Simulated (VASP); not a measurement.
# VMoS3 (P4mm) in VASP: notebook

One crystal, VMoS3, is run at these levels: PBE; tasks: relaxation of cell and atoms.

Everything below comes from runs of VASP 6.6.1. Logs are shortened: lines on timing, memory, paths and dates and some standing lists are left out, and cuts for length are marked.

**1. The crystal as given**

The structure is tetragonal, space group P4mm (No. 99). The conventional cell has a = 4.271 Å, b = 4.271 Å, c = 5.556 Å, α = 90.00°, β = 90.00°, γ = 90.00°. V (site symmetry 4mm) has 5 S at 2.11 to 2.28 Å as nearest neighbours. Mo (site symmetry 4mm) has 4 S at 2.65 Å as nearest neighbours. Around S (site symmetry 4mm) lie 1 V at 2.11 Å. Around S (site symmetry 2mm) lie 2 V at 2.28 Å.

The cell was built by a generator and needn't be a form met in nature.

**2. Relaxation of cell and atoms, PBE, collinear spin, ferromagnetic start**

INCAR reads:

```
SYSTEM = VMoS3
PREC = Normal
ENCUT = 520
EDIFF = 1E-4
ISMEAR = 0
SIGMA = 0.15
LREAL = .FALSE.
LASPH = .TRUE.
NELM = 60
ALGO = Fast
ISIF = 3
LWAVE = .FALSE.
LCHARG = .FALSE.
ISPIN = 2
MAGMOM = 2 1 0 0 0
LORBIT = 11
LMAXMIX = 4
GGA = PE
IBRION = 2
NSW = 24
EDIFFG = -0.08
```

KPOINTS reads:

```
Automatic mesh
0
G
  3 3 3
  0 0 0
```

POSCAR reads:

```
VMoS3
1.0
    4.2711751800      0.0000000000      0.0000000000
    0.0000000000      4.2711751800      0.0000000000
    0.0000000000      0.0000000000      5.5559300900
V Mo S
1 1 3
Direct
    0.0000000000      0.0000000000      0.4761650000
    0.5000000000      0.5000000000      0.0487070000
    0.0000000000      0.0000000000      0.8563045000
    0.5000000000      0.0000000000      0.3304130100
    0.0000000000      0.5000000000      0.3304130100
```

Potentials or basis: VASP PAW PBE potentials, release 64 (V_sv, Mo_sv, S).

On the command line:

```bash
$ cat potpaw_PBE.64/V_sv/POTCAR potpaw_PBE.64/Mo_sv/POTCAR potpaw_PBE.64/S/POTCAR > POTCAR
$ mpirun -np 1 vasp_std > vasp.out
```

OUTCAR:

```text
SYSTEM = VMoS3
   PREC = Normal
   ENCUT = 520
   EDIFF = 1E-4
   ISMEAR = 0
   LREAL = .FALSE.
   LASPH = .TRUE.
   NELM = 60
   ISIF = 3
   ISPIN = 2
   LORBIT = 11
   GGA = PE
   IBRION = 2
   NSW = 24
   EDIFFG = -0.08

 ion  position               nearest neighbor table
   1  0.000  0.000  0.476-   3 2.11   4 2.28   5 2.28   5 2.28   4 2.28
   2  0.500  0.500  0.049-   4 2.65   5 2.65   4 2.65   5 2.65
   3  0.000  0.000  0.856-   1 2.11
   4  0.500  0.000  0.330-   1 2.28   1 2.28   2 2.65   2 2.65
   5  0.000  0.500  0.330-   1 2.28   1 2.28   2 2.65   2 2.65

  LATTYP: Found a simple tetragonal cell.
 ALAT       =     4.2711751800
 C/A-ratio  =     1.3007965854

  Lattice vectors:

 A1 = (   4.2711751800,   0.0000000000,   0.0000000000)
 A2 = (   0.0000000000,   4.2711751800,   0.0000000000)
 A3 = (   0.0000000000,   0.0000000000,   5.5559300900)

Analysis of symmetry for initial positions (statically):
=====================================================================
 Subroutine PRICEL returns:
 Original cell was already a primitive cell.

 Routine SETGRP: Setting up the symmetry group for a
 simple tetragonal supercell.

 Subroutine GETGRP returns: Found  8 space group operations
 (whereof  8 operations were pure point group operations)
 out of a pool of 16 trial point group operations.

The static configuration has the point symmetry C_4v.

Analysis of symmetry for dynamics (positions and initial velocities):
=====================================================================
 Subroutine PRICEL returns:
 Original cell was already a primitive cell.

 Routine SETGRP: Setting up the symmetry group for a
 simple tetragonal supercell.

 Subroutine GETGRP returns: Found  8 space group operations
 (whereof  8 operations were pure point group operations)
 out of a pool of 16 trial point group operations.

The dynamic configuration has the point symmetry C_4v.

Analysis of structural, dynamic, and magnetic symmetry:
=====================================================================
 Subroutine PRICEL returns:
 Original cell was already a primitive cell.

 Routine SETGRP: Setting up the symmetry group for a
 simple tetragonal supercell.

 Subroutine GETGRP returns: Found  8 space group operations
 (whereof  8 operations were pure point group operations)
 out of a pool of 16 trial point group operations.

The overall configuration has the point symmetry C_4v.

 Subroutine INISYM returns: Found  8 space group operations
 (whereof  8 operations are pure point group operations),
 and found     1 'primitive' translations

----------------------------------------------------------------------------------------

                                     Primitive cell

  volume of cell :     101.3565

  direct lattice vectors                    reciprocal lattice vectors
     4.271175180  0.000000000  0.000000000     0.234127601  0.000000000  0.000000000
     0.000000000  4.271175180  0.000000000     0.000000000  0.234127601  0.000000000
     0.000000000  0.000000000  5.555930090     0.000000000  0.000000000  0.179987866

  length of vectors
     4.271175180  4.271175180  5.555930090     0.234127601  0.234127601  0.179987866

  position of ions in fractional coordinates (direct lattice)
     0.000000000  0.000000000  0.476165000
     0.500000000  0.500000000  0.048707000
     0.000000000  0.000000000  0.856304500
     0.500000000  0.000000000  0.330413010
     0.000000000  0.500000000  0.330413010

  ion indices of the primitive-cell ions
   primitive index   ion index
                 1           1
                 2           2
                 3           3
                 4           4
[... 31 lines left out ...]
  0.333333  0.000000  0.000000      4.000000
  0.333333  0.333333  0.000000      4.000000
  0.000000  0.000000  0.333333      2.000000
  0.333333  0.000000  0.333333      8.000000
  0.333333  0.333333  0.333333      8.000000
   k-points           NKPTS =      6   k-points in BZ     NKDIM =      6   number of bands    NBANDS=     29
   number of dos      NEDOS =    301   number of ions     NIONS =      5
   total plane-waves  NPLWV =  18432
   dimension x,y,z NGX =    24 NGY =   24 NGZ =   32
   dimension x,y,z NGXF=    48 NGYF=   48 NGZF=   64
   ions per type =               1   1   3
   NGX,Y,Z   is equivalent  to a cutoff of   9.34,  9.34,  9.58 a.u.
   NGXF,Y,Z  is equivalent  to a cutoff of  18.68, 18.68, 19.15 a.u.
 SYSTEM =  VMoS3
   PREC   = normal    normal or accurate (medium, high low for compatibility)
   ISTART =      0    job   : 0-new  1-cont  2-samecut
   ICHARG =      2    charge: 1-file 2-atom 10-const
   ISPIN  =      2    spin polarized calculation?
   LNONCOLLINEAR =      F non collinear calculations
   LSORBIT =      F    spin-orbit coupling
   LASPH  =      T    aspherical Exc in radial PAW
   ENCUT  =  520.0 eV  38.22 Ry    6.18 a.u.   7.94  7.94 10.33*2*pi/ulx,y,z
   NELM   =     60;   NELMIN=  2; NELMDL= -5     # of ELM steps
   EDIFF  = 0.1E-03   stopping-criterion for ELM
   LREAL  =      F    real-space projection
   EDIFFG = -.8E-01   stopping-criterion for IOM
   NSW    =     24    number of steps for IOM
   IBRION =      2    ionic relax: 0-MD 1-quasi-New 2-CG
   NFREE  =      1    steps in history (QN), initial steepest desc. (CG)
   ISIF   =      3    stress and relaxation
   ISYM   =      2    0-nonsym 1-usesym 2-fastsym
   POTIM  = 0.5000    time-step for ionic-motion
   TEBEG  =    0.0;   TEEND  =   0.0 temperature during run
   PSTRESS=    0.0 pullay stress
   NELECT =      45.0000    total number of electrons
   NUPDOWN=      -1.0000    fix difference up-down
   EMIN   =  10.00;   EMAX   =-10.00  energy-range for DOS
   EFERMI =   0.00;   METHOD = LEGACY
   ISMEAR =     0;   SIGMA  =   0.15  broadening in eV -4-tet -1-fermi 0-gaus
   EFERMI_NEDOS =   21; number of points for ismear=-14 and -15
   IALGO  =     68    algorithm
   IMIX   =      4    mixing-type and parameters
     AMIX     =   0.40;   BMIX     =  1.00
     AMIX_MAG =   1.60;   BMIX_MAG =  1.00
  volume/ion in A,a.u.               =      20.27       136.80
  Fermi-wavevector in a.u.,A,eV,Ry     =   1.248902  2.360083 21.221784  1.559757
  Thomas-Fermi vector in A             =   2.382968
   LORBIT       =     11    0 simple, 1 ext, 2 COOP (PROOUT), +10 PAW based schemes
   GGA     = PE    functional components
   LHFCALC =     F    Hartree Fock is set to
   AEXX    =    0.0000 exact exchange contribution
   IVDW    =     0    specifies the selected vdW correction
   LEPSILON=     F    determine dielectric tensor
   LRPA    =     F    only Hartree local field effects (RPA)
 conjugate gradient relaxation of ions
 spin polarized calculation
 RMM-DIIS sequential band-by-band and
 Gauss-broadening in eV      SIGMA  =   0.15
  energy-cutoff  :      520.00
  volume of cell :      101.36
 maximum number of plane-waves:      2743
   NGX = 15   NGY = 15   NGZ = 21

--------------------------------------- Ionic step        1  -------------------------------------------

 number of electron      45.0000055 magnetization       2.9750949

 Free energy of the ion-electron system (eV)
  ---------------------------------------------------
  ext. energy  EPLUGINS =         0.00000000
  ---------------------------------------------------
  free energy    TOTEN  =       -32.09341404 eV

  energy without entropy =      -32.05956028  energy(sigma->0) =      -32.07648716

------------------------ aborting loop because EDIFF is reached ----------------------------------------

  FORCE on cell =-STRESS in cart. coord.  units (eV):
  Direction    XX          YY          ZZ          XY          YZ          ZX
  --------------------------------------------------------------------------------------
  -------------------------------------------------------------------------------------
  Total       -1.5119963     -1.5119963     -1.6970942      0.0000000      0.0000000      0.0000000
  in kB      -23.9006534    -23.9006534    -26.8265598      0.0000000      0.0000000      0.0000000
  external PRESSURE =     -24.8759555 kB  Pullay stress =       0.0000000 kB
[... 65 lines left out ...]
--------------------------------------- Ionic step        3  -------------------------------------------

 number of electron      45.0000014 magnetization       2.8516300

 E-fermi :   6.6932     XC(G=0): -10.2633

 val. band max:        6.5571209994   @ k =   0.3333   0.0000   0.0000
 cond. band min:       6.7658528016   @ k =   0.0000   0.0000   0.0000
 fundamental gap:      0.2087318022
 Fermi energy:         6.6931713141

 spin component 1

 k-point     1 :       0.0000    0.0000    0.0000
  band No.  band energies     occupation
      1     -58.2935      1.00000
      2     -54.9752      1.00000
      3     -32.2477      1.00000
      4     -32.2014      1.00000
      5     -32.2013      1.00000
      6     -29.2536      1.00000
[... 408 lines left out ...]
  FREE ENERGIE OF THE ION-ELECTRON SYSTEM (eV)
  ---------------------------------------------------
  free  energy   TOTEN  =       -32.6225406024 eV

  energy  without entropy=      -32.6031725243  energy(sigma->0) =      -32.61285656

[... ionic steps 4 to 15 ...]

--------------------------------------- Ionic step       16  -------------------------------------------

 number of electron      44.9999949 magnetization       4.5703512

------------------------ aborting loop because EDIFF is reached ----------------------------------------
[... 73 lines left out ...]
--------------------------------------- Ionic step       18  -------------------------------------------

 number of electron      44.9999947 magnetization       4.5474016

 Free energy of the ion-electron system (eV)
  ---------------------------------------------------
  ext. energy  EPLUGINS =         0.00000000
  ---------------------------------------------------
  free energy    TOTEN  =       -32.92111429 eV

  energy without entropy =      -32.88979319  energy(sigma->0) =      -32.90545374

 E-fermi :   5.5402     XC(G=0):  -9.5346

 val. band max:        5.4965083707   @ k =   0.3333   0.3333   0.0000
 cond. band min:       5.6395819152   @ k =   0.3333   0.3333   0.0000
 fundamental gap:      0.1430735445
 Fermi energy:         5.5402214872

 spin component 1

 k-point     1 :       0.0000    0.0000    0.0000
  band No.  band energies     occupation
      1     -59.8252      1.00000
      2     -56.9072      1.00000
      3     -33.7767      1.00000
      4     -33.6863      1.00000
      5     -33.6863      1.00000
      6     -31.1361      1.00000
[... 408 lines left out ...]
  FREE ENERGIE OF THE ION-ELECTRON SYSTEM (eV)
  ---------------------------------------------------
  free  energy   TOTEN  =       -32.9211142925 eV

  energy  without entropy=      -32.8897931901  energy(sigma->0) =      -32.90545374

 reached required accuracy - stopping structural energy minimisation

 total charge

# of ion       s       p       d       tot
------------------------------------------
    1        2.266   6.199   3.127  11.591
    2        2.239   6.077   3.869  12.185
    3        1.364   2.328   0.000   3.692
    4        1.330   2.422   0.000   3.752
    5        1.330   2.422   0.000   3.752
--------------------------------------------------
tot          8.529  19.448   6.995  34.972

 magnetization (x)

# of ion       s       p       d       tot
------------------------------------------
    1        0.029   0.017   1.521   1.568
    2        0.073   0.024   2.476   2.574
    3        0.005  -0.117   0.000  -0.112
    4       -0.002  -0.076   0.000  -0.078
    5       -0.002  -0.076   0.000  -0.078
--------------------------------------------------
tot          0.104  -0.227   3.997   3.874
```

Wall time 1.9 min (1 thread of Intel Xeon 6975P-C (Granite Rapids), shared host); peak memory 0.18 GiB.

Results:

```
Free energy                                           : -32.9211 eV
Relaxed volume                                        : 21.96 Å³/atom
Relaxed cell                                          : a = 4.445 Å, b = 4.445 Å, c = 5.558 Å, α = 90.00°, β = 90.00°, γ = 90.00°
Space group after relaxing (to 0.05 Å)                : P4mm (No. 99)
Energy gained by relaxing                             : 165.5 meV/atom
Ionic steps                                           : 18
Pressure after relaxing                               : 0.3 GPa
Largest force after relaxing                          : 0.039 eV/Å
Band gap on the k mesh                                : none (metal or under the smearing width)
Net moment                                            : 4.55 μB per cell
Site moments                                          : V +1.57; Mo +2.57; S -0.11, -0.08 μB
Valence electrons inside the program's atomic spheres : V 11.59; Mo 12.19; S 3.69, 3.75
```

Forces on the atoms (eV/Å):
```
V    0.000  0.000  0.039
Mo   0.000  0.000  0.013
S    0.000  0.000  0.023
S    0.000  0.000 -0.037
S    0.000  0.000 -0.037
```

Stress tensor (GPa, compression positive):
```
0.26 0.00 0.00
0.00 0.26 0.00
0.00 0.00 0.45
```

The path:
| step | energy change (eV) | largest force (eV/Å) | pressure (GPa) | volume (Å³) |
| --- | --- | --- | --- | --- |
| 1 | 0.0000 | 3.0296 | -2.49 | 101.36 |
| 2 | -0.5249 | 0.6305 | 2.38 | 96.81 |
| 3 | -0.5291 | 0.6349 | 3.20 | 96.41 |
| 4 | -0.6436 | 0.6544 | 2.09 | 101.11 |
| 5 | -0.6246 | 1.2234 | -2.54 | 110.19 |
| 6 | -0.6859 | 0.9001 | -0.46 | 105.25 |
| 7 | -0.7215 | 0.8363 | -0.59 | 108.15 |
| 8 | -0.7244 | 0.6051 | -0.43 | 107.54 |
| 9 | -0.7654 | 0.4547 | 0.41 | 106.96 |
| 10 | -0.7897 | 0.2752 | 1.67 | 106.24 |
| 11 | -0.8158 | 0.1326 | 0.50 | 108.24 |
| 12 | -0.8200 | 0.1899 | 0.06 | 109.14 |
| 13 | -0.8151 | 0.3698 | -0.92 | 110.94 |
| 14 | -0.8203 | 0.2519 | -0.58 | 109.74 |
| 15 | -0.8204 | 0.2224 | -0.40 | 109.49 |
| 16 | -0.8249 | 0.1990 | -0.28 | 109.79 |
| 17 | -0.8262 | 0.1817 | -0.21 | 110.13 |
| 18 | -0.8277 | 0.0388 | 0.32 | 109.81 |

Final structure:
```
CELL_PARAMETERS angstrom
4.44492 0.00000 0.00000
0.00000 4.44492 0.00000
0.00000 0.00000 5.55775
ATOMIC_POSITIONS crystal
V 0.00000 0.00000 0.45729
Mo 0.50000 0.50000 0.12036
S 0.00000 0.00000 0.83963
S 0.50000 0.00000 0.31236
S 0.00000 0.50000 0.31236
```

Caveat: the k mesh is coarse (spacing up to 0.49 Å⁻¹), so the values aren't converged; the relaxation stopped at a loose force limit of 0.08 eV/Å, so its end isn't a converged minimum. With open d or f shells a metallic result of PBE can be an artefact of self-interaction; +U or a hybrid may open a gap.

**3. Relaxation of cell and atoms, PBE, collinear spin, ferromagnetic start**

INCAR is that of step 2.

KPOINTS is that of step 2.

POSCAR, as its differences from that of step 2:

```diff
@@ -8,4 +8,4 @@
 Direct
+    0.5000000000      0.5000000000      0.0487070000
     0.0000000000      0.0000000000      0.4761650000
-    0.5000000000      0.5000000000      0.0487070000
     0.0000000000      0.0000000000      0.8563045000
```

Potentials or basis: VASP PAW PBE potentials, release 64 (V_sv, Mo_sv, S).

On the command line:

```bash
$ cat potpaw_PBE.64/V_sv/POTCAR potpaw_PBE.64/Mo_sv/POTCAR potpaw_PBE.64/S/POTCAR > POTCAR
$ mpirun -np 1 vasp_std > vasp.out
```

Wall time 1.8 min (1 thread of Intel Xeon 6975P-C (Granite Rapids), shared host); peak memory 0.18 GiB.

Results (log left out):

* Free energy: -33.1760 eV
* Relaxed volume: 23.20 Å³/atom
* Relaxed cell: a = 4.529 Å, b = 4.529 Å, c = 5.653 Å, α = 90.00°, β = 90.00°, γ = 90.00°
* Space group after relaxing (to 0.05 Å): P4mm (No. 99)
* Energy gained by relaxing: 195.7 meV/atom
* Ionic steps: 16
* Pressure after relaxing: -0.4 GPa
* Largest force after relaxing: 0.064 eV/Å
* Band gap on the k mesh: none (metal or under the smearing width)
* Net moment: 4.48 μB per cell
* Site moments: V +2.60; Mo +1.33; S -0.03, -0.07 μB
* Valence electrons inside the program's atomic spheres: V 11.36; Mo 12.44; S 3.68, 3.75

Forces on the atoms (eV/Å):
```
V    0.000  0.000 -0.023
Mo   0.000  0.000 -0.003
S    0.000  0.000 -0.064
S    0.000  0.000  0.045
S    0.000  0.000  0.045
```

Stress tensor (GPa, compression positive):
```
-0.52  0.00  0.00
 0.00 -0.52  0.00
 0.00  0.00 -0.29
```

Step by step:
| step | energy change (eV) | largest force (eV/Å) | pressure (GPa) | volume (Å³) |
| --- | --- | --- | --- | --- |
| 1 | 0.0000 | 2.3283 | 7.30 | 101.36 |
| 2 | -0.3107 | 1.8587 | -5.17 | 115.52 |
| 3 | -0.4153 | 1.9848 | -2.08 | 110.19 |
| 4 | -0.7528 | 1.3673 | -2.17 | 110.86 |
| 5 | -0.8654 | 0.7911 | -1.65 | 111.42 |
| 6 | -0.9068 | 0.4489 | 1.63 | 107.50 |
| 7 | -0.9114 | 0.4145 | 0.98 | 108.39 |
| 8 | -0.9364 | 0.4657 | 0.66 | 109.57 |
| 9 | -0.9564 | 0.6635 | 0.20 | 111.94 |
| 10 | -0.9698 | 0.1080 | 0.11 | 112.98 |
| 11 | -0.9700 | 0.1162 | 0.28 | 113.16 |
| 12 | -0.9731 | 0.1055 | -0.23 | 113.81 |
| 13 | -0.9751 | 0.0915 | -0.49 | 114.52 |
| 14 | -0.9755 | 0.1254 | -0.84 | 115.93 |
| 15 | -0.9773 | 0.0855 | -0.63 | 115.96 |
| 16 | -0.9784 | 0.0640 | -0.44 | 115.99 |

Final structure:
```xyz
5
Lattice="4.5295 0.0000 0.0000 0.0000 4.5295 0.0000 0.0000 0.0000 5.6534" Properties=species:S:1:pos:R:3 pbc="T T T"
V     2.2647    2.2647    0.7560
Mo    4.5295    4.5295    2.5649
S     4.5295    4.5295    4.7387
S     2.2647    0.0000    1.7423
S     4.5295    2.2647    1.7423
```

Levels at points of the mesh, in eV from the Fermi level:
Spin up:
| k point | band 21 | band 22 | band 23 | band 24 | band 25 | band 26 | band 27 | band 28 | band 29 |
| --- | --- | --- | --- | --- | --- | --- | --- | --- | --- |
| (0.00, 0.00, 0.00) | -2.37 | -0.59 | -0.49 | 0.64 | 0.64 | 0.74 | 1.10 | 1.54 | 1.54 |
Spin down:
```tsv
k point	band 18	band 19	band 20	band 21	band 22	band 23
(0.00, 0.00, 0.00)	-2.92	-2.34	-2.34	-0.95	1.29	1.89
```

Caveat: the k mesh is coarse (spacing up to 0.49 Å⁻¹), so the values aren't converged; the relaxation stopped at a loose force limit of 0.08 eV/Å, so its end isn't a converged minimum. With open d or f shells a metallic result of PBE can be an artefact of self-interaction; +U or a hybrid may open a gap.
